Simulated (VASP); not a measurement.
Elastic constants (GPa) of a crystal from PBEsol GGA, VASP's PBE PAW potentials (set 64) in VASP:

```csv
,xx,yy,zz,yz,xz,xy
xx,100.3,29.6,21.7,0.0,0.0,0.0
yy,29.6,100.3,21.7,0.0,0.0,0.0
zz,21.7,21.7,94.7,0.0,0.0,0.0
yz,0.0,0.0,0.0,37.2,0.0,0.0
xz,0.0,0.0,0.0,0.0,37.2,0.0
xy,0.0,0.0,0.0,0.0,0.0,35.4
```

The 4f electrons are frozen in the core of the lanthanide potential, so 4f levels, which can set the real gap, and their magnetism are missing. Finite-difference elastic constants of metals are sensitive to mesh and smearing; shear constants can be off by tens of GPa.

Question: Work out the Voigt, Reuss and Hill moduli, Young's modulus and Poisson's ratio.

Answer: All eigenvalues are positive (smallest 35.4 GPa), so the crystal is stable. K_V = (C11+C22+C33+2(C12+C13+C23))/9 = (295.3 + 2×73.0)/9 = 49.0 GPa; G_V = (295.3 − 73.0 + 3×109.8)/15 = 36.8 GPa. From the compliances, K_R = 48.9 GPa and G_R = 36.7 GPa. Hill: K = 48.9 GPa, G = 36.7 GPa, E = 9KG/(3K+G) = 88.2 GPa, ν = (3K−2G)/(2(3K+G)) = 0.200. K/G = 1.33, below Pugh's 1.75; universal anisotropy A^U = 0.01.

Question: With a density of 9.79 g/cm³, what are the mean sound speeds?

Answer: v_l = √((K+4G/3)/ρ) = 3.16 km/s and v_t = √(G/ρ) = 1.94 km/s. The crystal is Tm (hcp), hexagonal.

The compound is Tm in the hcp structure. It was relaxed first.
